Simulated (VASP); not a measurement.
All values below come from PBEsol GGA, VASP's PBE PAW potentials (set 64) (plane waves; VASP).

VASP input:

**POSCAR**
```
K(111) slab
1
    7.3676091071     0.0000000000    -0.0000000000
   -3.6838045536     6.3805363961    -0.0000000000
    0.0000000000    -0.0000000000    23.8236853045
K
6
Direct
  0.3333330000   0.6666670000   0.3421840000
  0.0000000000   0.0000000000   0.4053100000
  0.6666670000   0.3333330000   0.4684370000
  0.3333330000   0.6666670000   0.5315630000
  0.0000000000   0.0000000000   0.5946900000
  0.6666670000   0.3333330000   0.6578160000
```

File KPOINTS:
```
kpoints
0
G
 5 5 1
```

INCAR:
```
# general
SYSTEM  =  K(111) slab
PREC    =  Normal
ENCUT   =  400
LREAL   =  F   # projection in real space or not
LASPH   =  T   # aspherical one-centre terms

# electronic loop
EDIFF   =  1E-5   # SCF stop (eV)
NELM    =  100   # most electronic steps
NELMIN  =  4
ALGO    =  Normal   # blocked Davidson

# smearing
ISMEAR  =  1
SIGMA   =  0.1   # width (eV)

# functional
GGA     =  PS   # PBEsol

# ions
IBRION  =  2
NSW     =  50   # most ionic steps
ISIF    =  2   # forces and stress, cell fixed
EDIFFG  =  -0.03

# output
LWAVE   =  T
LCHARG  =  F

# other
LDIPOL  =  T
IDIPOL  =  3
DIPOL   =  0.5 0.5 0.5
```

POTCAR, in this order: K_sv (PBE.64 set). Program: vasp_std.

Output of the run:

OSZICAR:
```
       N       E                     dE             d eps       ncg     rms          rms(c)
DAV:   1     0.348246381822E+03    0.34825E+03   -0.19337E+04   440   0.963E+02
DAV:   2     0.403483846502E+02   -0.30790E+03   -0.30582E+03   408   0.266E+02
DAV:   3    -0.432639123534E+01   -0.44675E+02   -0.44454E+02   456   0.713E+01
DAV:   4    -0.620909947003E+01   -0.18827E+01   -0.18809E+01   408   0.217E+01
DAV:   5    -0.632846994854E+01   -0.11937E+00   -0.11937E+00   584   0.385E+00    0.561E+00
DAV:   6    -0.592693427647E+01    0.40154E+00   -0.84262E-01   352   0.256E+00    0.275E+00
DAV:   7    -0.584195414205E+01    0.84980E-01   -0.60741E-01   368   0.152E+00    0.826E-01
DAV:   8    -0.583881092587E+01    0.31432E-02   -0.96284E-02   360   0.101E+00    0.369E-01
DAV:   9    -0.583572026963E+01    0.30907E-02   -0.10339E-02   408   0.327E-01    0.152E-01
DAV:  10    -0.583697041776E+01   -0.12501E-02   -0.27765E-03   392   0.279E-01    0.761E-02
DAV:  11    -0.583829016753E+01   -0.13197E-02   -0.14338E-03   320   0.144E-01    0.468E-02
DAV:  12    -0.583927922994E+01   -0.98906E-03   -0.89138E-04   352   0.848E-02    0.319E-02
DAV:  13    -0.584024612813E+01   -0.96690E-03   -0.63644E-04   288   0.589E-02    0.176E-02
DAV:  14    -0.584056964739E+01   -0.32352E-03   -0.22366E-04   248   0.279E-02    0.958E-03
DAV:  15    -0.584062979708E+01   -0.60150E-04   -0.73454E-05   200   0.192E-02    0.860E-03
DAV:  16    -0.584066031842E+01   -0.30521E-04   -0.13894E-05   224   0.104E-02    0.420E-03
DAV:  17    -0.584066335237E+01   -0.30340E-05   -0.16279E-05   200   0.810E-03
   1 F= -.58406634E+01 E0= -.58360686E+01  d E =-.584066E+01
       N       E                     dE             d eps       ncg     rms          rms(c)
DAV:   1    -0.584102105209E+01   -0.36073E-03   -0.56866E-02   320   0.121E+00    0.358E-02
DAV:   2    -0.584113910145E+01   -0.11805E-03   -0.11858E-03   360   0.219E-01    0.147E-02
DAV:   3    -0.584114969282E+01   -0.10591E-04   -0.76183E-05   432   0.310E-02    0.103E-02
DAV:   4    -0.584115369572E+01   -0.40029E-05   -0.10743E-06   160   0.683E-03
   2 F= -.58411537E+01 E0= -.58365577E+01  d E =-.490343E-03
       N       E                     dE             d eps       ncg     rms          rms(c)
DAV:   1    -0.584147061002E+01   -0.32092E-03   -0.50866E-01   320   0.361E+00    0.106E-01
DAV:   2    -0.584243595934E+01   -0.96535E-03   -0.10554E-02   360   0.656E-01    0.448E-02
DAV:   3    -0.584248039161E+01   -0.44432E-04   -0.67528E-04   488   0.910E-02    0.317E-02
DAV:   4    -0.584248185027E+01   -0.14587E-05   -0.49050E-06   216   0.168E-02
   3 F= -.58424819E+01 E0= -.58379036E+01  d E =-.181850E-02
       N       E                     dE             d eps       ncg     rms          rms(c)
DAV:   1    -0.584104922416E+01    0.14312E-02   -0.20313E+00   320   0.722E+00    0.212E-01
DAV:   2    -0.584487650636E+01   -0.38273E-02   -0.42062E-02   360   0.131E+00    0.896E-02
DAV:   3    -0.584504797012E+01   -0.17146E-03   -0.26590E-03   488   0.180E-01    0.633E-02
DAV:   4    -0.584504432339E+01    0.36467E-05   -0.21881E-05   304   0.338E-02
   4 F= -.58450443E+01 E0= -.58405122E+01  d E =-.438097E-02
       N       E                     dE             d eps       ncg     rms          rms(c)
DAV:   1    -0.583386100941E+01    0.11187E-01   -0.81336E+00   320   0.144E+01    0.423E-01
DAV:   2    -0.584921371992E+01   -0.15353E-01   -0.16868E-01   360   0.263E+00    0.180E-01
DAV:   3    -0.584985993625E+01   -0.64622E-03   -0.10490E-02   488   0.359E-01    0.128E-01
DAV:   4    -0.584986192888E+01   -0.19926E-05   -0.96001E-05   384   0.693E-02
   5 F= -.58498619E+01 E0= -.58454502E+01  d E =-.919858E-02
       N       E                     dE             d eps       ncg     rms          rms(c)
DAV:   1    -0.579352389955E+01    0.56336E-01   -0.32666E+01   320   0.289E+01    0.835E-01
DAV:   2    -0.585577657504E+01   -0.62253E-01   -0.68114E-01   360   0.528E+00    0.366E-01
DAV:   3    -0.585834694001E+01   -0.25704E-02   -0.40084E-02   488   0.711E-01    0.264E-01
DAV:   4    -0.585819689108E+01    0.15005E-03   -0.43544E-04   384   0.146E-01    0.181E-01
DAV:   5    -0.585806952841E+01    0.12736E-03   -0.63330E-04   344   0.182E-01    0.736E-02
DAV:   6    -0.585810224287E+01   -0.32714E-04   -0.14281E-04   480   0.549E-02    0.542E-02
DAV:   7    -0.585812488915E+01   -0.22646E-04   -0.10879E-05   216   0.175E-02    0.307E-02
DAV:   8    -0.585814345118E+01   -0.18562E-04   -0.12319E-05   240   0.148E-02    0.106E-02
DAV:   9    -0.585814517673E+01   -0.17256E-05   -0.31501E-06   232   0.116E-02
   6 F= -.58581452E+01 E0= -.58540070E+01  d E =-.174818E-01
       N       E                     dE             d eps       ncg     rms          rms(c)
DAV:   1    -0.559727133802E+01    0.26087E+00   -0.13286E+02   320   0.584E+01    0.168E+00
DAV:   2    -0.586049313006E+01   -0.26322E+00   -0.28732E+00   360   0.107E+01    0.722E-01
DAV:   3    -0.586994174091E+01   -0.94486E-02   -0.14628E-01   488   0.138E+00    0.529E-01
DAV:   4    -0.586895006172E+01    0.99168E-03   -0.22205E-03   392   0.330E-01    0.357E-01
DAV:   5    -0.586829440578E+01    0.65566E-03   -0.15561E-03   344   0.284E-01    0.199E-01
DAV:   6    -0.586831437583E+01   -0.19970E-04   -0.43246E-04   504   0.102E-01    0.139E-01
DAV:   7    -0.586832053715E+01   -0.61613E-05   -0.16087E-04   352   0.906E-02    0.555E-02
DAV:   8    -0.586836179335E+01   -0.41256E-04   -0.14591E-04   464   0.443E-02    0.151E-02
DAV:   9    -0.586836719794E+01   -0.54046E-05   -0.70608E-06   288   0.129E-02
   7 F= -.58683672E+01 E0= -.58644069E+01  d E =-.277038E-01
       N       E                     dE             d eps       ncg     rms          rms(c)
DAV:   1    -0.580653389935E+01    0.61828E-01   -0.31647E+01   320   0.283E+01    0.837E-01
DAV:   2    -0.586736519524E+01   -0.60831E-01   -0.66400E-01   360   0.517E+00    0.348E-01
DAV:   3    -0.586997537151E+01   -0.26102E-02   -0.39370E-02   496   0.694E-01    0.252E-01
DAV:   4    -0.586982110645E+01    0.15427E-03   -0.38885E-04   384   0.137E-01    0.177E-01
DAV:   5    -0.586966614656E+01    0.15496E-03   -0.54568E-04   344   0.171E-01    0.776E-02
DAV:   6    -0.586969420751E+01   -0.28061E-04   -0.12997E-04   472   0.524E-02    0.580E-02
DAV:   7    -0.586970631157E+01   -0.12104E-04   -0.91342E-06   216   0.191E-02    0.347E-02
DAV:   8    -0.586972343995E+01   -0.17128E-04   -0.12156E-05   224   0.128E-02    0.110E-02
DAV:   9    -0.586972601755E+01   -0.25776E-05   -0.47903E-06   256   0.138E-02
   8 F= -.58697260E+01 E0= -.58655216E+01  d E =-.290627E-01
```

### OUTCAR
```
------------------------ aborting loop because EDIFF is reached ----------------------------------------
  FORCE on cell =-STRESS in cart. coord.  units (eV):
  Direction    XX          YY          ZZ          XY          YZ          ZX
  --------------------------------------------------------------------------------------
  Total        0.0367556      0.0367556     -0.2160985     -0.0000000      0.0000000     -0.0000000
  in kB        0.0525825      0.0525825     -0.3091503     -0.0000000      0.0000000     -0.0000000
  external PRESSURE =      -0.0679951 kB  Pullay stress =       0.0000000 kB
  volume of cell :     1119.93
      direct lattice vectors                 reciprocal lattice vectors
     7.367609107  0.000000000  0.000000000     0.135729242  0.078363318  0.000000000
    -3.683804554  6.380536396  0.000000000     0.000000000  0.156726635  0.000000000
     0.000000000  0.000000000 23.823685304     0.000000000  0.000000000  0.041975034
 POSITION                                       TOTAL-FORCE (eV/Angst)
 -----------------------------------------------------------------------------------
     -0.00000      4.25369      8.40483        -0.000000      0.000000      0.027423
      7.36761      0.00000      9.76522        -0.000000     -0.000000     -0.012933
      3.68381      2.12684     10.89365         0.000000     -0.000000      0.021337
     -0.00000      4.25369     12.93003        -0.000000      0.000000     -0.021337
      3.68380      6.38054     14.05847        -0.000000      0.000000      0.012933
      3.68381      2.12684     15.41886         0.000000      0.000000     -0.027423
 -----------------------------------------------------------------------------------
    total drift:                                0.000000     -0.000000      0.000000
  FREE ENERGIE OF THE ION-ELECTRON SYSTEM (eV)
  ---------------------------------------------------
  free  energy   TOTEN  =        -5.8697260176 eV

  energy  without entropy=       -5.8571127513  energy(sigma->0) =       -5.86552160

 reached required accuracy - stopping structural energy minimisation
```
(Selected blocks of OUTCAR.)

### CONTCAR
```
K(111) slab
   1.00000000000000
     7.3676091070999998    0.0000000000000000    0.0000000000000000
    -3.6838045535999999    6.3805363961000001    0.0000000000000000
     0.0000000000000000    0.0000000000000000   23.8236853044999997
  K
     6
Direct
     0.3333330000000032    0.6666669999999968    0.3527929811250319
     1.0000000000000000    0.0000000000000000    0.4098953612573945
     0.6666669999999968    0.3333330000000032    0.4572614930925717
     0.3333330000000032    0.6666669999999968    0.5427385069074283
     1.0000000000000000    1.0000000000000000    0.5901046387426055
     0.6666669999999968    0.3333330000000032    0.6472070188749681
```

The cell is a thin slab with vacuum, built from K (bcc): (111) face.
